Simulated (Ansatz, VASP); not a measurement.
## PbS (Galena) in two plane-wave programs

Aim: how closely do two programs agree when they are given the same cell, functional and k mesh? The cell is taken from a series of runs on this material, whose earlier steps may have relaxed, scaled, displaced or heated it; both programs get it as it stands.

Program: Ansatz 0.2.0. Level of theory: plane waves, with VASP 6.6.1 beside it; HSE06. Results are calculated unless marked as measured.

**1. Set-up**

The structure is cubic, space group Fm-3m (No. 225). Conventional cell: a = 6.008 Å, b = 6.008 Å, c = 6.008 Å, α = 90.00°, β = 90.00°, γ = 90.00°. Nearest to Pb lie 6 S at 3.00 Å. Nearest to S lie 6 Pb at 3.00 Å. Farther neighbours and most contacts between anions are not listed.

**2. Ansatz: single point, HSE06**

Ansatz runs on its PAW soft_1 files.

A single point takes one fixed geometry, so differences don't come from the geometry; what else differs is listed under the comparison.

File input.yaml:

```yaml
crystal:
  lattice:
    - [0.0, 3.0040029413, 3.0040029413]
    - [3.0040029413, 0.0, 3.0040029413]
    - [3.0040029413, 3.0040029413, 0.0]
  atoms:
    - { symbol: Pb, position: [0.0, 0.0, 0.0] }
    - { symbol: S, position: [0.5, 0.5, 0.5] }
kpoints:
  mp_grid: { grid: [4, 4, 4] }
  band_path:
    path:
      - [0.0, 0.0, 0.0]
      - [0.5, 0.0, 0.5]
      - [0.625, 0.25, 0.625]
      - [0.375, 0.375, 0.75]
      - [0.5, 0.5, 0.5]
      - [0.5, 0.25, 0.75]
    npoints: 1
hamiltonian:
  xc: hse06
  pseudopotentials: { kind: paw, azcp: { folder: soft_1 } }
scf:
  occupations: { method: fixed }
  n_extra_bands: 4
output:
  eigenvalues: true
```

Started as:

```
> ansatz run input.yaml --threads 24 --pin off --max-ram 82944MiB --backend cuda --events-out ev --progress --plain --runs-dir out --devices 1 --max-vram 78GiB
```

Numbers of over 12 decimals in the logs are rounded to 6 here.

The program printed:

```text
scf.n_extra_bands = 4 over 10 filled bands (N_el = 20.0): the run solves 14 bands
GPUs: using 1 of 1 available (devices: 1).
Engine: ansatz 0.2.0, aarch64-unknown-linux-gnu
Pseudopotentials: kind: paw
Pseudopotential: Pb, paw, valence charge 14, recommended cutoff 420 eV (normal), soft_1/Pb.paw.azcp
Pseudopotential: S, paw, valence charge 6, recommended cutoff 420 eV (normal), soft_1/S.paw.azcp
Functional definition: HSE06
  parameter a = 0.25
  parameter omega = 0.11/bohr
  exchange = pbe_x - a*pbe_x_sr(omega) + a*exact_x_sr(omega)
  correlation = pbe_c
davidson cushion auto → on  (no smearing: the cushion is to keep the highest requested band from converging to the state above it; pin scf.eigensolver.cushion to override)
device memory: the entry about to start is reckoned to put 2.0 GiB on a device that reports 176.5 GiB free (of which the cap on the GPU budget leaves the run 78.0 GiB)
GPU FFT provider: cuFFT
GPU libraries: cuBLAS 13.8.1, cuFFT 12.4.0, cuSOLVER 12.3.2
GPU matrix products: emulated (plane waves: as basis.precision tells), large ones in fixed point in workspaces of 1.00 GiB
Crystal: 2 atoms, lattice volume = 54.216 Å³
Basis set: ecut = 420 eV, 1067 PW (Γ)
Bands: 14, of which v1, the nominal top of the filled ones, is band 10 counted from 1 (9 counted from 0)
Symmetry: 48 space group operations
Space group: Fm-3m (ITA 225), of the structure as read, at distance tolerance 3.8e-5 Å
k-points: 8 of 64
Non-local potential: Pb, projectors of the file, l = 0: 2, l = 1: 2, l = 2: 2, l = 3: 1
Non-local potential: S, projectors of the file, l = 0: 2, l = 1: 2, l = 2: 1
PAW form: soft (Blöchl's): semilocal exchange-correlation on the pseudo side does not see the compensation charge
PAW frozen core: Pb, regenerated for the run's functional, and the local potential with it (the file was generated under x = pbe(κ = 0.804, μ = 0.219515), c = pbe(β = 0.066725))
PAW frozen core: S, regenerated for the run's functional, and the local potential with it (the file was generated under x = pbe(κ = 0.804, μ = 0.219515), c = pbe(β = 0.066725))
PAW one-centre angular grid: Pb, 590 points (default); XC on 64 Gauss nodes
PAW one-centre angular grid: S, 110 points (default); XC on 64 Gauss nodes
Initial density: superposition of atomic densities (chi_scale 0.1, normalization cell, long waves kept (reshape's long-wave potential 0.00 eV rms))
Initial wavefunctions: pseudopotential atomic-orbital guess
GPU buffer pool allocated for 27000 grid points (all kernels)
GPU transforms: local potential and band sums: pruned to the plane-wave sphere, on 30×30×30
Functional: x = pbe(κ = 0.804, μ = 0.219515), c = pbe(β = 0.066725), warm-up for x = pbe(κ = 0.804, μ = 0.219515) + 0.25 (exact − pbe) at short range (hse, ω = 0.207870 Å⁻¹), c = pbe(β = 0.066725); HSE06 as pw.x's `hse` composes it (authors' and Libxc's form: `xc: wpbeh`)
SCF iter   1: F=—  HF=-12812.258841 eV  |F-HF|=—  |Δ(HF+E_count)|=         —  Δρ=3.10e-2  dr2=1.19e0  ethr=1.00e-1  ⟨swp⟩=6.4  Hψ=355  notcnv=0
preconditioner: auto → none  [insulator: Δε(μ)=0.911 eV  Ē_g=15.265 eV  n_scr=14 (ndim 8)  ℏωp=22.6 eV  f_vac=0.000]
SCF iter   2: F=—  HF=-12812.032543 eV  |F-HF|=—  |Δ(HF+E_count)|=   2.26e-1  Δρ=1.80e-2  dr2=2.31e-1  ethr=5.97e-3  ⟨swp⟩=4.0  Hψ=326  notcnv=0  defer=1
iter 3 solved again at ethr=9.32e-5 eV; its pass at ethr=1.15e-3 eV (dr2=1.86e-2 eV) is discarded
SCF iter   3: F=—  HF=-12811.975188 eV  |F-HF|=—  |Δ(HF+E_count)|=   5.74e-2  Δρ=6.54e-3  dr2=1.83e-2  ethr=9.32e-5  ⟨swp⟩=3.8  Hψ=579  notcnv=0
SCF iter   4: F=—  HF=-12811.978140 eV  |F-HF|=—  |Δ(HF+E_count)|=   2.95e-3  Δρ=6.92e-4  dr2=2.83e-4  ethr=9.14e-5  ⟨swp⟩=3.2  Hψ=278  notcnv=0
SCF iter   5: F=—  HF=-12811.978080 eV  |F-HF|=—  |Δ(HF+E_count)|=   6.02e-5  Δρ=3.50e-4  dr2=3.82e-5  ethr=1.41e-6  ⟨swp⟩=4.8  Hψ=405  notcnv=0  defer=1
SCF iter   6: F=-12811.978069 eV  HF=-12811.978078 eV  |F-HF|=9.12e-6  |Δ(HF+E_count)|=   2.01e-6  Δρ=2.45e-4  dr2=2.17e-5  ethr=1.91e-7  ⟨swp⟩=4.1  Hψ=347  notcnv=0  defer=1
SCF 1 stopped early in 6 iterations: F = -12811.978069 eV  dr2 = 2.17e-5
  greatest PAW one-centre occupation: 0.981 electrons in one spin orbital (limit 2), on the Pb atom at site 0 (counted from 0), in its partial waves of l = 2
device memory: the entry about to start is reckoned to put 2.7 GiB on a device that reports 182.5 GiB free (of which the cap on the GPU budget leaves the run 78.0 GiB)
GPU FFT provider: cuFFT
GPU libraries: cuBLAS 13.8.1, cuFFT 12.4.0, cuSOLVER 12.3.2
GPU matrix products: emulated (plane waves: as basis.precision tells), large ones in fixed point in workspaces of 1.00 GiB
Initial density: handed on by an earlier stage of this run
Initial wavefunctions: those handed on with the density
GPU buffer pool allocated for 27000 grid points (all kernels)
GPU transforms: local potential and band sums: pruned to the plane-wave sphere, on 30×30×30
Functional: x = pbe(κ = 0.804, μ = 0.219515) + 0.25 (exact − pbe) at short range (hse, ω = 0.207870 Å⁻¹), c = pbe(β = 0.066725); HSE06 as pw.x's `hse` composes it (authors' and Libxc's form: `xc: wpbeh`)
Exchange kernel: α = 0.2500, screened, ω = 0.2079 Å⁻¹, Wigner–Seitz truncation, v(0) = 1034.1363 eV·Å³, q-mesh 4×4×4, nearest image of the exchange supercell L = 16.99 Å, pair-density grid 18×18×18, without the augmentation charges, whose exchange is taken in its separable form by FFT convolution over the k-point mesh (sized by the pseudopotential files, 24×24×24 at the most), smooth part of the exact exchange by density-matrix convolution in up to 1.16 GiB of GPU memory as planned if the GPU has room (build and FFT work areas not counted)
Frozen-core exchange: fock
SCF iter   1: F=—  HF=-12815.952139 eV  |F-HF|=—  |Δ(HF+E_count)|=         —  Δρ=5.67e-3  dr2=1.52e-2  ethr=1.09e-6  ⟨swp⟩=7.2  Hψ=657  notcnv=0
preconditioner: auto → none  [insulator: Δε(μ)=0.952 eV  Ē_g=17.257 eV  n_scr=14 (ndim 8)  ℏωp=22.6 eV  f_vac=0.000]
SCF iter   2: F=—  HF=-12815.946341 eV  |F-HF|=—  |Δ(HF+E_count)|=   5.80e-3  Δρ=1.59e-3  dr2=1.44e-3  ethr=1.09e-6  ⟨swp⟩=4.8  Hψ=475  notcnv=0
SCF iter   3: F=—  HF=-12815.951093 eV  |F-HF|=—  |Δ(HF+E_count)|=   4.75e-3  Δρ=7.66e-4  dr2=3.77e-4  ethr=1.09e-6  ⟨swp⟩=4.5  Hψ=433  notcnv=0
SCF iter   4: F=—  HF=-12815.951007 eV  |F-HF|=—  |Δ(HF+E_count)|=   8.62e-5  Δρ=1.02e-4  dr2=1.47e-5  ethr=1.09e-6  ⟨swp⟩=2.9  Hψ=265  notcnv=0
SCF iter   5: F=-12815.951077 eV  HF=-12815.951080 eV  |F-HF|=2.77e-6  |Δ(HF+E_count)|=   7.31e-5  Δρ=6.46e-5  dr2=4.26e-6  ethr=1.57e-8  ⟨swp⟩=4.2  Hψ=412  notcnv=0
SCF 2 stopped early in 5 iterations: F = -12815.951077 eV  dr2 = 4.26e-6
  greatest PAW one-centre occupation: 0.982 electrons in one spin orbital (limit 2), on the Pb atom at site 0 (counted from 0), in its partial waves of l = 2
hybrid outer 1: dexx = +5.218e-3 eV, tail = 2.00e-5 eV
GPU FFT provider: cuFFT
GPU libraries: cuBLAS 13.8.1, cuFFT 12.4.0, cuSOLVER 12.3.2
GPU matrix products: emulated (plane waves: as basis.precision tells), large ones in fixed point in workspaces of 1.00 GiB
GPU buffer pool allocated for 27000 grid points (all kernels)
GPU transforms: local potential and band sums: pruned to the plane-wave sphere, on 30×30×30
Exchange kernel: α = 0.2500, screened, ω = 0.2079 Å⁻¹, Wigner–Seitz truncation, v(0) = 1034.1363 eV·Å³, q-mesh 4×4×4, nearest image of the exchange supercell L = 16.99 Å, pair-density grid 18×18×18, without the augmentation charges, whose exchange is taken in its separable form by FFT convolution over the k-point mesh (sized by the pseudopotential files, 24×24×24 at the most), smooth part of the exact exchange by density-matrix convolution in up to 1.16 GiB of GPU memory as planned if the GPU has room (build and FFT work areas not counted)
Frozen-core exchange: fock
SCF iter   1: F=—  HF=-12815.950942 eV  |F-HF|=—  |Δ(HF+E_count)|=         —  Δρ=2.70e-5  dr2=4.47e-7  ethr=5.01e-7  ⟨swp⟩=2.0  Hψ=256  notcnv=0
preconditioner: auto → none  [insulator: Δε(μ)=0.960 eV  Ē_g=17.236 eV  n_scr=14 (ndim 8)  ℏωp=22.6 eV  f_vac=0.001]
SCF iter   2: F=—  HF=-12815.950942 eV  |F-HF|=—  |Δ(HF+E_count)|=   6.18e-7  Δρ=1.28e-5  dr2=1.00e-7  ethr=1.90e-9  ⟨swp⟩=4.8  Hψ=437  notcnv=0
iter 3 solved again at ethr=2.63e-11 eV; its pass at ethr=3.68e-10 eV (dr2=5.27e-9 eV) is discarded
SCF iter   3: F=-12815.950942 eV  HF=-12815.950942 eV  |F-HF|=2.78e-9  |Δ(HF+E_count)|=   1.49e-8  Δρ=4.58e-6  dr2=7.57e-9  ethr=2.63e-11  ⟨swp⟩=3.2  Hψ=563  notcnv=0
SCF 3 converged in 3 iterations: F = -12815.950942 eV  dr2 = 7.57e-9
hybrid outer 2: dexx = +3.172e-7 eV, tail = 2.17e-8 eV, Δε = 2.34e-3 eV (about 1.10e-4 eV left of the loop's levels)
device memory: the entry about to start is reckoned to put 0.3 GiB on a device that reports 182.4 GiB free (of which the cap on the GPU budget leaves the run 78.0 GiB)
NSCF: frozen V_eff on 6 k-points
hybrid SCF converged: 2 outer / 8 inner (+6 warm-up), last move |dexx| = 3.17e-7 eV, tail = 2.17e-8 eV
Stability not checked: this state was not tested for a lower state beside it, because the functional holds exact exchange (a hybrid, or Hartree-Fock), whose exchange loop this test does not read (fock_operator; see scf.lower_state_search)
Free energy (F): -12815.950942 eV
Frozen-core exchange: fock
Harris-Foulkes:  -12815.950942 eV  (|F-HF|=2.78e-9)
Internal energy: -12815.950942 eV  (E = F + TS)
E sigma→0 (E₀):  -12815.950942 eV
Fermi energy:    7.626353 eV
--- Per-component energies (eV) ---
  E_band       = -92.297328
  E_kinetic    = 395.203142
  E_local      = -1216.206504  (includes V_loc(G=0)·N_el)
  E_nonlocal   = 339.456983
  E_hartree    = 458.124362
  E_xc         = -236.139428
  E_vxc        = -177.018415  (∫ρ·V_xc dr)
  E_exx        = -42.458526  (= α·E_x^exact, valence–valence)
  E_paw        = -11020.083035  (= ΣΔE_a)
  E_vpaw       = -265.065103  (= ΣTr[D̂ρ^β])
  E_aug_tail   = -0.000007  (compensation charges beyond the density's cutoff)
  E_ewald      = -1494.085339
  E_core_change = 0.237411  (= ΣΔE_core)
  E_smearing   = -0.000000  (= −TS)
  E_closure    = -0.000000  (closes the sum)
  Σ components = -12815.950942   (vs F -12815.950942, Δ=1.82e-12)
--- Band table (eV; the first three rows and the last of 8) ---
  k-point 0: bands = [... 6 lower, 1.1941, 5.3365, 5.3365, 5.3365, 13.6022, 13.6022, 13.6022, 15.1908]
  k-point 1: bands = [... 6 lower, -0.3249, 5.4954, 5.4954, 6.4517, 10.5963, 11.5380, 11.5380, 15.2739]
  k-point 2: bands = [... 6 lower, -1.7509, 5.7124, 5.7124, 7.6264, 8.5857, 10.2503, 10.2503, 17.0883]
  k-point 7: bands = [... 6 lower, -0.7635, 2.9884, 2.9884, 6.5369, 10.4616, 13.0760, 13.0760, 16.6293]
```

**3. VASP: single point, HSE06**

The same cell, functional and mesh now go to VASP, with its own data sets.

Lines of VASP's logs that name or quote its potential files are left out, and so is its time.

The run reads the wave functions of an earlier VASP run, which isn't shown here.

File INCAR:

```
SYSTEM = PbS
PREC = Accurate
ENCUT = 400
EDIFF = 1E-06
NELM = 100
ISMEAR = 0
SIGMA = 0.01
LREAL = .FALSE.
ALGO = Normal
LHFCALC = .TRUE.
AEXX = 0.25
GGA = PE
HFSCREEN = 0.208
LASPH = .TRUE.
NBANDS = 16
PRECFOCK = Fast
LORBIT = 11
LWAVE = .FALSE.
LCHARG = .FALSE.
KPAR = 8
ISIF = 2
```

File POSCAR:

```
PbS
1.0
    0.0000000000      3.0040029413      3.0040029413
    3.0040029413      0.0000000000      3.0040029413
    3.0040029413      3.0040029413      0.0000000000
Pb S
1 1
Direct
    0.0000000000      0.0000000000      0.0000000000
    0.5000000000      0.5000000000      0.5000000000
```

File KPOINTS:

```
Automatic mesh
0
Gamma
4 4 4
0 0 0
```

The projector-augmented-wave data sets are Pb_d and S (PBE family, release 64).

Started as:

```
> mpirun -np 8 vasp_std
```

The program printed:

```text
[banner, memory and clock lines left out]
running    8 mpi-ranks, on    1 nodes
 distrk:  each k-point on    1 cores,    8 groups
 distr:  one band on    1 cores,    1 groups

 POSCAR found type information on POSCAR PbS
 POSCAR found :  2 types and       2 ions
|                                                                             |
|           W    W    AA    RRRRR   N    N  II  N    N   GGGG   !!!           |
|           W    W   A  A   R    R  NN   N  II  NN   N  G    G  !!!           |
|           W    W  A    A  R    R  N N  N  II  N N  N  G       !!!           |
|           W WW W  AAAAAA  RRRRR   N  N N  II  N  N N  G  GGG   !            |
|           WW  WW  A    A  R   R   N   NN  II  N   NN  G    G                |
|           W    W  A    A  R    R  N    N  II  N    N   GGGG   !!!           |
|                                                                             |
|     For optimal performance we recommend to set                             |
|       NCORE = 2 up to number-of-cores-per-socket                            |
|     NCORE specifies how many cores store one orbital (NPAR=cpu/NCORE).      |
|     This setting can greatly improve the performance of VASP for DFT.       |
|     The default, NCORE=1 might be grossly inefficient on modern             |
|     multi-core architectures or massively parallel machines. Do your        |
|     Unfortunately you need to use the default for GW and RPA                |
|     calculations (for HF NCORE is supported but not extensively tested      |
|     yet).                                                                   |
|                                                                             |

 LDA part: xc-table for (Slater+PW92), standard interpolation
 found WAVECAR, reading the header
 POSCAR, INCAR and KPOINTS ok, starting setup
 FFT: planning ... GRIDC
 FFT: planning ... GRID_SOFT
 FFT: planning ... GRID
 reading WAVECAR
 the WAVECAR file was read successfully
 initial charge from wavefunction
 entering main loop
       N       E                     dE             d eps       ncg     rms          rms(c)
DAV:   1    -0.103879248119E+02   -0.10388E+02   -0.41006E-01   328   0.741E+00    0.942E-01
DAV:   2    -0.103918746155E+02   -0.39498E-02   -0.27063E-02   336   0.103E+00    0.557E-01
DAV:   3    -0.103908435506E+02    0.10311E-02   -0.23871E-03   416   0.509E-01    0.345E-01
DAV:   4    -0.103906792161E+02    0.16433E-03   -0.46731E-04   360   0.226E-01    0.198E-01
DAV:   5    -0.103906260664E+02    0.53150E-04   -0.52503E-05   368   0.958E-02    0.103E-01
DAV:   6    -0.103906050273E+02    0.21039E-04   -0.15799E-05   352   0.445E-02    0.488E-02
DAV:   7    -0.103905991865E+02    0.58408E-05   -0.56212E-06   352   0.209E-02    0.221E-02
DAV:   8    -0.103905976347E+02    0.15518E-05   -0.14922E-06   328   0.108E-02    0.117E-02
DAV:   9    -0.103905973236E+02    0.31114E-06   -0.55347E-07   224   0.669E-03
   1 F= -.10390597E+02 E0= -.10390597E+02  d E =-.721498E-59
```

Parts of OUTCAR (step 3):

```text
ion  position               nearest neighbor table
   1  0.000  0.000  0.000-   2 3.00   2 3.00   2 3.00   2 3.00   2 3.00   2 3.00
   2  0.500  0.500  0.500-   1 3.00   1 3.00   1 3.00   1 3.00   1 3.00   1 3.00

  LATTYP: Found a face centered cubic cell.
 ALAT       =     6.0080058826

 Subroutine GETGRP returns: Found 48 space group operations
 (whereof 48 operations were pure point group operations)

The static configuration has the point symmetry O_h .

 Found      8 irreducible k-points:

   k-points           NKPTS =      8   k-points in BZ     NKDIM =     64   number of bands    NBANDS=     16

   dimension x,y,z NGX =    28 NGY =   28 NGZ =   28
   dimension x,y,z NGXF=    56 NGYF=   56 NGZF=   56

   ENCUT  =  400.0 eV  29.40 Ry    5.42 a.u.   6.93  6.93  6.93*2*pi/ulx,y,z

   NELECT =      20.0000    total number of electrons

 k-points in reciprocal lattice and weights: Automatic mesh
   0.00000000  0.00000000  0.00000000       0.016
   0.25000000  0.00000000  0.00000000       0.125
   0.50000000  0.00000000  0.00000000       0.062
   0.25000000  0.25000000  0.00000000       0.094
   0.50000000  0.25000000  0.00000000       0.375
  -0.25000000  0.25000000  0.00000000       0.188
   0.50000000  0.50000000  0.00000000       0.047
  -0.25000000  0.50000000  0.25000000       0.094

  exchange ACFDT corr.  =         0.00000000  see jH, gK, PRB 81, 115126

 average (electrostatic) potential at core
       1 -86.2661       2 -82.1176

 E-fermi :   5.0985

 k-point     1 :       0.0000    0.0000    0.0000
  band No.  band energies     occupation
    ...
      6      -9.7434      2.00000
      7      -1.4450      2.00000
      8       2.6937      2.00000
      9       2.6937      2.00000
     10       2.6937      2.00000
     11      10.9596      0.00000
     12      10.9596      0.00000
     13      10.9596      0.00000
     14      12.5561      0.00000
     15      12.5561      0.00000
    ...

 k-point     2 :       0.2500    0.0000    0.0000
  band No.  band energies     occupation
    ...
      6      -9.2390      2.00000
      7      -2.9638      2.00000
      8       2.8516      2.00000
      9       2.8516      2.00000
     10       3.8092      2.00000
     11       7.9539      0.00000
     12       8.8938      0.00000
     13       8.8938      0.00000
     14      12.6377      0.00000
     15      13.8341      0.00000
    ...

 k-point     3 :       0.5000    0.0000    0.0000
  band No.  band energies     occupation
    ...
      6      -8.5254      2.00000
      7      -4.3883      2.00000
      8       3.0676      2.00000
      9       3.0676      2.00000
     10       4.9853      2.00000
     11       5.9410      0.00000
     12       7.6051      0.00000
     13       7.6051      0.00000
     14      14.4439      0.00000
     15      16.1875      0.00000
    ...

  Total       -0.3602409     -0.3602409     -0.3602409      0.0000000      0.0000000      0.0000000
  in kB      -10.6456576    -10.6456576    -10.6456576      0.0000000      0.0000000      0.0000000
  external PRESSURE =     -10.6456576 kB  Pullay stress =       0.0000000 kB

  energy-cutoff  :      400.00
  volume of cell :       54.22
      direct lattice vectors                 reciprocal lattice vectors
     0.000000000  3.004002941  3.004002941    -0.166444577  0.166444577  0.166444577
     3.004002941  0.000000000  3.004002941     0.166444577 -0.166444577  0.166444577
     3.004002941  3.004002941  0.000000000     0.166444577  0.166444577 -0.166444577

 POSITION                                       TOTAL-FORCE (eV/Angst)
 -----------------------------------------------------------------------------------
      0.00000      0.00000      0.00000         0.000000     -0.000000     -0.000000
      3.00400      3.00400      3.00400         0.000000      0.000000      0.000000
 -----------------------------------------------------------------------------------
    total drift:                               -0.000001      0.000001      0.000002

  FREE ENERGIE OF THE ION-ELECTRON SYSTEM (eV)
  ---------------------------------------------------
  free  energy   TOTEN  =       -10.3905973236 eV

  energy  without entropy=      -10.3905973236  energy(sigma->0) =      -10.39059732

 total charge
# of ion       s       p       d       tot
------------------------------------------
    1        1.526   0.444   9.848  11.818
    2        1.339   2.353   0.000   3.692
--------------------------------------------------
tot          2.865   2.797   9.848  15.510

[... 3 further parts left out ...]
```

The run ends at a pressure of -1.06 GPa.

**4. Differences**

Known differences besides the potentials themselves: exact exchange at q = 0 is treated differently, which shows on coarse meshes; VASP keeps PBE cores, Ansatz makes them for the functional; fixed occupations in Ansatz, narrow Gaussian smearing in VASP; the cutoff is 420 eV in Ansatz and 400 eV in VASP; VASP takes a coarser grid for exact exchange (PRECFOCK = Fast). Total energies have different zeros and are not compared.

The two programs side by side:

```tsv
quantity	Ansatz	VASP	difference
gap on the k mesh (eV)	0.959	0.956	+0.004
```

A gap on the mesh is an upper bound, since the band edges may lie between its points; neither run holds spin-orbit coupling, which can move the band edges of a compound of Pb.

**5. Summary of results**

- difference in gap on the k mesh (single point, HSE06): 0.0036 eV

What this shows: The difference in gap on the k mesh is 0.0036 eV (single point, HSE06), within the 0.08 eV picked in this series as the mark of a large difference. Such differences can come from data sets, numerical settings and the points named under the comparisons, not from the functional's error against experiment.

[Lines on the potential files, build, host, timing and source positions are cut from VASP's logs without a mark.]

[Logs are printed without paths, hosts, clocks, repeated set-up lines and the standing remarks that a program may print on its own settings, such as how far it seeks lower states.]

[Hosts, paths, dates, database ids (printed as entryN), source tags and the programs' standing remarks are cut or masked in the printed files.]
